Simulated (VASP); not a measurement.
Given:

```
CELL_PARAMETERS angstrom
      3.45611     0.00000     0.00000
      0.00000     3.45611     0.00000
      0.00000     0.00000     3.45611
ATOMIC_POSITIONS crystal
  Si 0.00000 0.00000 0.00000
  Ni 0.00000 0.50000 0.50000
  Ni 0.50000 0.00000 0.50000
  Ni 0.50000 0.50000 0.00000
```

Calculation: AM05 GGA, VASP's PBE PAW potentials (set 64) (plane waves; VASP). Numerical set-up: 520 eV cut-off, Gaussian smearing of 0.050 eV, potentials Si Ni.

Task: Give the energies of bands 7 to 20 at the high-symmetry points, in eV from the Fermi level.

Result: 
```json
[
 {"band": "7", "Γ": "-3.75", "X": "-3.08", "M": "-2.87", "R": "-3.89"},
 {"band": "8", "Γ": "-1.63", "X": "-2.31", "M": "-2.87", "R": "-2.33"},
 {"band": "9", "Γ": "-1.63", "X": "-2.31", "M": "-2.22", "R": "-2.33"},
 {"band": "10", "Γ": "-1.63", "X": "-2.17", "M": "-2.22", "R": "-2.33"},
 {"band": "11", "Γ": "-0.91", "X": "-2.04", "M": "-1.61", "R": "-1.49"},
 {"band": "12", "Γ": "-0.91", "X": "-1.37", "M": "-1.49", "R": "-1.49"},
 {"band": "13", "Γ": "-0.91", "X": "-1.37", "M": "-1.49", "R": "-1.49"},
 {"band": "14", "Γ": "-0.61", "X": "-1.33", "M": "-1.48", "R": "-1.30"},
 {"band": "15", "Γ": "-0.61", "X": "-1.19", "M": "-1.15", "R": "-1.30"},
 {"band": "16", "Γ": "-0.28", "X": "-0.54", "M": "-1.06", "R": "-0.51"},
 {"band": "17", "Γ": "0.06", "X": "0.06", "M": "-0.99", "R": "-0.19"},
 {"band": "18", "Γ": "0.06", "X": "3.82", "M": "0.73", "R": "-0.19"},
 {"band": "19", "Γ": "0.06", "X": "3.82", "M": "0.73", "R": "-0.19"},
 {"band": "20", "Γ": "5.33", "X": "5.38", "M": "5.92", "R": "1.47"}
]
```

It has no gap at this level: it comes out as a metal or semimetal.

The compound is Ni3Si in the L1_2 structure. It was relaxed first. The run is not spin-polarised, so no magnetic state was tried.
